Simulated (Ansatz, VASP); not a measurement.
**Cross-check of ZnGa37O57 (partly crystallised Ga2O3) between VASP and Ansatz**

Wanted: the spread between two codes on one cell, functional and k mesh. Of the first pair: The structure shown is the start of the Ansatz relaxation below; VASP solves that cell, so the two are compared at the walk's first step.

Calculated with Ansatz 0.2.0; plane waves, with VASP 6.6.1 beside it; single point at revPBE.

### 1. Starting point

The cell holds 95 atoms: 37 Ga, 1 Zn and 57 O. Its edges and angles: a = 10.264 Å, b = 10.264 Å, c = 10.264 Å, α = 90.0°, β = 90.0°, γ = 90.0°. It derives from Ga2O3 (partly crystallised Ga2O3). As first built, before any earlier steps moved the atoms (in the runner's words): 95 atoms (38 Fe, 57 O) placed at random at 4.7 g/cm^3, melted at 5000 K for 10 ps at fixed volume with the Morse and Coulomb pair potential with partial charges (Pedone, Malavasi, Menziani, Cormack and Segre, J. Phys. Chem. B 110, 11780 (2006)). Quenched from 5000 K to 300 K at 50 K/ps and fixed volume, held 5 ps, then minimised at fixed cell. Then Fe was replaced by Ga and the cell scaled by 1.003 (the potential has no terms for the new elements, so the cell is a start for a DFT relaxation). Nearest the centre at fractional (0.483, 0.187, 0.681): Zn38 at 0.00 Å, O65 at 1.97 Å, O81 at 1.98 Å, O47 at 1.98 Å, O88 at 2.00 Å, O51 at 2.22 Å, O91 at 2.45 Å, Ga16 at 2.99 Å.

### 2. Ansatz: relaxation, revPBE

Ansatz runs on its PAW soft_1 files.

The two programs are compared at the cell with which this relaxation starts, whose forces are those of its first step.

Contents of input.yaml:

```yaml
crystal:
  lattice:
    - [10.2635, 0.0, 0.0]
    - [0.0, 10.2635, 0.0]
    - [0.0, 0.0, 10.2635]
  atoms:
    - { symbol: Ga, position: [0.30261, 0.39319, 0.86778] }
    - { symbol: Ga, position: [0.53396, 0.78708, 0.13518] }
[... 4 atom lines left out ...]
    - { symbol: Ga, position: [0.4497, 0.38077, 0.38311] }
[... 2 atom lines left out ...]
    - { symbol: Ga, position: [0.72627, 0.44896, 0.63029] }
[... 1 atom line left out ...]
    - { symbol: Ga, position: [0.18211, 0.05602, 0.72002] }
    - { symbol: Ga, position: [0.17729, 0.30761, 0.49675] }
[... 1 atom line left out ...]
    - { symbol: Ga, position: [0.3347, 0.60236, 0.6119] }
    - { symbol: Zn, position: [0.48297, 0.18707, 0.6808], spin: 0.6 }
[... 3 atom lines left out ...]
    - { symbol: Ga, position: [0.31832, 0.60271, 0.11221] }
[... 1 atom line left out ...]
    - { symbol: Ga, position: [0.22854, 0.28675, 0.18991] }
[... 5 atom lines left out ...]
    - { symbol: Ga, position: [0.92433, 0.72129, 0.86074] }
[... 1 atom line left out ...]
    - { symbol: Ga, position: [0.08363, 0.79616, 0.55478] }
    - { symbol: Ga, position: [0.62798, 0.91986, 0.9107] }
[... 1 atom line left out ...]
    - { symbol: Ga, position: [0.04016, 0.05819, 0.33706] }
    - { symbol: Ga, position: [0.62845, 0.92265, 0.40684] }
    - { symbol: Ga, position: [0.40509, 0.09671, 0.96265] }
[... 2 atom lines left out ...]
    - { symbol: Ga, position: [0.61099, 0.15896, 0.1866] }
[... 2 atom lines left out ...]
    - { symbol: O, position: [0.55483, 0.80336, 0.55409] }
    - { symbol: O, position: [0.85839, 0.28707, 0.92512] }
[... 1 atom line left out ...]
    - { symbol: O, position: [0.6571, 0.46387, 0.97964] }
[... 1 atom line left out ...]
    - { symbol: O, position: [0.84581, 0.12543, 0.69772] }
    - { symbol: O, position: [0.53536, 0.03121, 0.78204], spin: 0.6 }
    - { symbol: O, position: [0.42106, 0.94713, 0.35964] }
[... 2 atom lines left out ...]
    - { symbol: O, position: [0.34149, 0.03729, 0.61374], spin: 0.6 }
[... 2 atom lines left out ...]
    - { symbol: O, position: [0.47008, 0.21771, 0.28679] }
[... 2 atom lines left out ...]
    - { symbol: O, position: [0.27353, 0.41141, 0.32823] }
[... 1 atom line left out ...]
    - { symbol: O, position: [0.78228, 0.02586, 0.95888] }
[... 2 atom lines left out ...]
    - { symbol: O, position: [0.46516, 0.52763, 0.50862] }
[... 1 atom line left out ...]
    - { symbol: O, position: [0.39965, 0.52485, 0.78741] }
    - { symbol: O, position: [0.62076, 0.31139, 0.73007], spin: 0.6 }
    - { symbol: O, position: [0.90339, 0.40709, 0.68579] }
[... 1 atom line left out ...]
    - { symbol: O, position: [0.56024, 0.20305, 0.01508] }
    - { symbol: O, position: [0.26787, 0.96912, 0.88234] }
[... 7 atom lines left out ...]
    - { symbol: O, position: [0.29813, 0.76912, 0.68782] }
[... 3 atom lines left out ...]
    - { symbol: O, position: [0.36091, 0.22704, 0.82417], spin: 0.6 }
[... 1 atom line left out ...]
    - { symbol: O, position: [0.50388, 0.78715, 0.82987] }
    - { symbol: O, position: [0.19761, 0.1698, 0.35555] }
    - { symbol: O, position: [0.49232, 0.95154, 0.04754] }
    - { symbol: O, position: [0.11691, 0.21616, 0.64575] }
    - { symbol: O, position: [0.19952, 0.47533, 0.59632] }
    - { symbol: O, position: [0.39148, 0.26599, 0.52751], spin: 0.6 }
    - { symbol: O, position: [0.11589, 0.41559, 0.85471] }
[... 1 atom line left out ...]
    - { symbol: O, position: [0.6109, 0.07873, 0.51142], spin: 0.6 }
    - { symbol: O, position: [0.68815, 0.59499, 0.74186] }
[... 1 atom line left out ...]
    - { symbol: O, position: [0.73477, 0.33088, 0.48597] }
    - { symbol: O, position: [0.26219, 0.1447, 0.0775] }
magnetization:
  spin_polarized: true
kpoints:
  mp_grid: { grid: [1, 1, 1] }
hamiltonian:
  xc: revpbe
  pseudopotentials: { kind: paw, azcp: { folder: soft_1 } }
scf:
  occupations: { method: fermi_dirac, width: 0.025 }
  lower_state_search: "off"
output:
  forces: true
  eigenvalues: true
relax:
  f_tol: 0.05
  max_steps: 90
```

Started as:

```console
$ ansatz run input.yaml --threads 4 --pin off --max-ram 8192MiB --backend cpu --events-out ev --progress --plain --runs-dir out
```

Numbers of over 12 decimals in the logs are rounded to 6 here.

Output:

```text
Engine: ansatz 0.2.0, aarch64-unknown-linux-gnu
Pseudopotentials: kind: paw
Pseudopotential: Ga, paw, valence charge 13, recommended cutoff 420 eV (normal), soft_1/Ga.paw.azcp
Pseudopotential: Zn, paw, valence charge 12, recommended cutoff 420 eV (normal), soft_1/Zn.paw.azcp
Pseudopotential: O, paw, valence charge 6, recommended cutoff 420 eV (normal), soft_1/O.paw.azcp
Functional definition: revPBE
  parameter kappa = 1.245
  parameter beta = 0.066725
  exchange = pbe_x(kappa = kappa, mu = beta*pi^2/3)
  correlation = pbe_c(beta = beta)
Crystal: 95 atoms, lattice volume = 1081.151 Å³
Basis set: ecut = 420 eV, 21247 PW (Γ), exchange–correlation on 144×144×144 points (8 copies of the dense FFT grid, shifted against one another)
Bands: 515, of which v1, the nominal top of the filled ones, is band 418 counted from 1 (417 counted from 0)
Symmetry: 1 space group operations
Space group: P1 (ITA 1), of the structure as read, at distance tolerance 1.0e-4 Å
Magnetic group: BNS 1.1 (UNI 1), of the structure as read, at distance tolerance 1.0e-4 Å
k-points: 1
Non-local potential: Ga, projectors of the file, l = 0: 2, l = 1: 2, l = 2: 3, l = 3: 1
Non-local potential: Zn, projectors of the file, l = 0: 2, l = 1: 2, l = 2: 3, l = 3: 1
Non-local potential: O, projectors of the file, l = 0: 2, l = 1: 2, l = 2: 1
PAW form: soft (Blöchl's): semilocal exchange-correlation on the pseudo side does not see the compensation charge
PAW frozen core: Ga, regenerated for the run's functional, and the local potential with it (the file was generated under x = pbe(κ = 0.804, μ = 0.219515), c = pbe(β = 0.066725))
PAW frozen core: Zn, regenerated for the run's functional, and the local potential with it (the file was generated under x = pbe(κ = 0.804, μ = 0.219515), c = pbe(β = 0.066725))
PAW frozen core: O, regenerated for the run's functional, and the local potential with it (the file was generated under x = pbe(κ = 0.804, μ = 0.219515), c = pbe(β = 0.066725))
PAW one-centre angular grid: Ga, 590 points (default); XC on 64 Gauss nodes
PAW one-centre angular grid: Zn, 590 points (default); XC on 64 Gauss nodes
PAW one-centre angular grid: O, 110 points (default); XC on 64 Gauss nodes
Initial density: superposition of atomic densities (chi_scale 0.1, normalization cell, long waves kept (reshape's long-wave potential 0.12 eV rms))
Starting moments: Σ|m| = 4.2 μB on 7 of 95 sites
Initial wavefunctions: pseudopotential atomic-orbital guess
Functional: x = revpbe(κ = 1.245, μ = 0.219515), c = pbe(β = 0.066725)
SCF iter   1: F=—  HF=-175896.840341 eV  |F-HF|=—  |Δ(HF+E_count)|=         —  Δρ=6.19e-2 (↑5.82e-2 ↓6.19e-2)  dr2=7.33e1  dr2_m=1.80e0  M=1.000 μB ∫|m|=1.682 μB  β_m=0.30  ethr=3.10e-3  ⟨swp⟩=5.0  Hψ=3267  notcnv=0  defer=97
preconditioner: auto → Resta (q_TF=auto, 2.613 Å⁻¹)  ε∞=4.2  [insulator: Δε(μ)=0.086 eV  Ē_g=18.175 eV  σ=0.025 eV  W_gap=0.69  n_scr=340 (ndim 8)  ℏωp=32.6 eV  f_vac=0.012  D(μ)=10.85/eV (n_scr^D=32)  ε∞_Penn≈4.2]
spin=Collinear: Resta preconditioning applied to the charge; magnetization (m = ρ↑ − ρ↓) channel mixes plain (no charge-response kernel on spin).
SCF iter   2: F=—  HF=-175884.057501 eV  |F-HF|=—  |Δ(HF+E_count)|=    1.28e1  Δρ=4.06e-2 (↑3.86e-2 ↓4.06e-2)  dr2=3.18e1  dr2_m=8.71e-1  M=0.990 μB ∫|m|=1.521 μB  β_m=0.30  ethr=3.10e-3  ⟨swp⟩=3.0  Hψ=1984  notcnv=0  defer=180
SCF iter   3: F=—  HF=-175875.991164 eV  |F-HF|=—  |Δ(HF+E_count)|=    8.07e0  Δρ=2.19e-2 (↑1.58e-2 ↓2.19e-2)  dr2=1.04e1  dr2_m=7.97e-1  M=1.000 μB ∫|m|=1.527 μB  β_m=0.30  ethr=3.10e-3  ⟨swp⟩=2.0  Hψ=1756  notcnv=0  defer=180
SCF iter   4: F=—  HF=-175874.372506 eV  |F-HF|=—  |Δ(HF+E_count)|=    1.62e0  Δρ=1.01e-2 (↑9.19e-3 ↓1.01e-2)  dr2=1.84e0  dr2_m=3.06e-1  M=0.943 μB ∫|m|=1.324 μB  β_m=0.30  ethr=1.24e-3  ⟨swp⟩=2.5  Hψ=1178  notcnv=0  defer=180
SCF iter   5: F=—  HF=-175874.220655 eV  |F-HF|=—  |Δ(HF+E_count)|=   1.52e-1  Δρ=6.84e-3 (↑5.50e-3 ↓6.84e-3)  dr2=7.03e-1  dr2_m=2.05e-1  M=0.932 μB ∫|m|=1.259 μB  β_m=0.30  ethr=2.21e-4  ⟨swp⟩=2.0  Hψ=1604  notcnv=0  defer=180
SCF iter   6: F=—  HF=-175874.422572 eV  |F-HF|=—  |Δ(HF+E_count)|=   2.02e-1  Δρ=4.76e-3 (↑4.17e-3 ↓4.76e-3)  dr2=3.10e-1  dr2_m=1.02e-1  M=0.983 μB ∫|m|=1.253 μB  β_m=0.30  ethr=8.42e-5  ⟨swp⟩=3.0  Hψ=1622  notcnv=0  defer=180
SCF iter   7: F=—  HF=-175874.527913 eV  |F-HF|=—  |Δ(HF+E_count)|=   1.05e-1  Δρ=3.65e-3 (↑2.78e-3 ↓3.65e-3)  dr2=1.45e-1  dr2_m=6.41e-2  M=0.914 μB ∫|m|=1.160 μB  β_m=0.30  ethr=3.71e-5  ⟨swp⟩=2.0  Hψ=1568  notcnv=0  defer=180
SCF iter   8: F=—  HF=-175874.627439 eV  |F-HF|=—  |Δ(HF+E_count)|=   9.95e-2  Δρ=3.10e-3 (↑2.03e-3 ↓3.10e-3)  dr2=1.73e-1  dr2_m=3.10e-2  M=0.978 μB ∫|m|=1.188 μB  β_m=0.30  ethr=1.73e-5  ⟨swp⟩=2.0  Hψ=1399  notcnv=0  defer=180
[...]
--- Relaxed structure (7 steps of the walk, 6 accepted, 0 SCFs on fresh bases) ---
  F+E_penalty+E_count = -175875.09126572 eV   max|allowed force component| = 3.593e-2 eV/Å
  atoms:
    - { symbol: Ga, position: [0.301454, 0.390490, 0.868049] }
    - { symbol: Ga, position: [0.533529, 0.785942, 0.134877] }
    - { symbol: Ga, position: [0.908680, 0.988245, 0.808119] }
    - { symbol: Ga, position: [0.967438, 0.252149, 0.767616] }
    - { symbol: Ga, position: [0.813393, 0.920810, 0.114569] }
    - { symbol: Ga, position: [0.075403, 0.479075, 0.029828] }
    - { symbol: Ga, position: [0.446590, 0.381213, 0.380717] }
    - { symbol: Ga, position: [0.869849, 0.359492, 0.361698] }
    - { symbol: Ga, position: [0.130925, 0.557804, 0.375346] }
    - { symbol: Ga, position: [0.728827, 0.450045, 0.634264] }
    - { symbol: Ga, position: [0.052729, 0.747458, 0.105416] }
    - { symbol: Ga, position: [0.185909, 0.059667, 0.721043] }
    - { symbol: Ga, position: [0.181318, 0.305891, 0.500106] }
    - { symbol: Ga, position: [0.273951, 0.840517, 0.323519] }
    - { symbol: Ga, position: [0.337845, 0.600799, 0.615182] }
    - { symbol: Zn, position: [0.485350, 0.199564, 0.681326] }
    - { symbol: Ga, position: [0.380181, 0.107732, 0.424068] }
    - { symbol: Ga, position: [0.699031, 0.467642, 0.158336] }
    - { symbol: Ga, position: [0.133956, 0.013303, 0.025160] }
    - { symbol: Ga, position: [0.317296, 0.599863, 0.113306] }
    - { symbol: Ga, position: [0.676437, 0.299524, 0.905728] }
    - { symbol: Ga, position: [0.227727, 0.285167, 0.189512] }
    - { symbol: Ga, position: [0.773516, 0.152478, 0.532546] }
    - { symbol: Ga, position: [0.054427, 0.506712, 0.699308] }
    - { symbol: Ga, position: [0.909310, 0.219136, 0.084835] }
[...]
- { symbol: Ga, position: [0.626841, 0.920074, 0.909369] }
    - { symbol: Ga, position: [0.449906, 0.898956, 0.669872] }
    - { symbol: Ga, position: [0.040315, 0.061931, 0.337544] }
    - { symbol: Ga, position: [0.630006, 0.921295, 0.404603] }
    - { symbol: Ga, position: [0.405414, 0.097013, 0.958475] }
    - { symbol: Ga, position: [0.314967, 0.784875, 0.871305] }
    - { symbol: Ga, position: [0.571355, 0.624918, 0.401413] }
    - { symbol: Ga, position: [0.610489, 0.159209, 0.185987] }
    - { symbol: O, position: [0.997033, 0.666643, 0.452015] }
    - { symbol: O, position: [0.633660, 0.758724, 0.296093] }
    - { symbol: O, position: [0.555146, 0.804730, 0.555421] }
    - { symbol: O, position: [0.859672, 0.286795, 0.925693] }
    - { symbol: O, position: [0.559805, 0.485237, 0.276158] }
    - { symbol: O, position: [0.660100, 0.466385, 0.982890] }
    - { symbol: O, position: [0.797554, 0.852578, 0.477240] }
    - { symbol: O, position: [0.846002, 0.126021, 0.696939] }
    - { symbol: O, position: [0.532547, 0.027536, 0.785909] }
    - { symbol: O, position: [0.421229, 0.947469, 0.356814] }
    - { symbol: O, position: [0.121432, 0.918710, 0.411309] }
    - { symbol: O, position: [0.239180, 0.696779, 0.455761] }
    - { symbol: O, position: [0.333919, 0.029668, 0.606206] }
    - { symbol: O, position: [0.993195, 0.864250, 0.959747] }
    - { symbol: O, position: [0.983081, 0.064316, 0.152193] }
    - { symbol: O, position: [0.471134, 0.217376, 0.287433] }
    - { symbol: O, position: [0.763289, 0.283938, 0.190669] }
    - { symbol: O, position: [0.128860, 0.594949, 0.190320] }
    - { symbol: O, position: [0.274751, 0.417606, 0.319361] }
    - { symbol: O, position: [0.695618, 0.00865689, 0.238631] }
    - { symbol: O, position: [0.782471, 0.026505, 0.959136] }
    - { symbol: O, position: [0.732142, 0.601946, 0.499805] }
    - { symbol: O, position: [0.482370, 0.635235, 0.036332] }
    - { symbol: O, position: [0.465723, 0.527442, 0.508690] }
[...]
- { symbol: O, position: [0.378472, 0.269856, 0.521142] }
    - { symbol: O, position: [0.115114, 0.417210, 0.854102] }
    - { symbol: O, position: [0.911463, 0.803220, 0.215782] }
    - { symbol: O, position: [0.611723, 0.077029, 0.504638] }
    - { symbol: O, position: [0.692941, 0.599521, 0.745452] }
    - { symbol: O, position: [0.282100, 0.424219, 0.052606] }
    - { symbol: O, position: [0.735980, 0.332408, 0.487583] }
    - { symbol: O, position: [0.262778, 0.141670, 0.079067] }
```

(Part 1 of 3 ends here.)

[Lines on the potential files, build, host, timing and source positions are cut from VASP's logs without a mark.]

[Logs are printed without paths, hosts, clocks, repeated set-up lines and the standing remarks that a program may print on its own settings, such as how far it seeks lower states.]

[Hosts, paths, dates, database ids (printed as entryN), source tags and the programs' standing remarks are cut or masked in the printed files.]
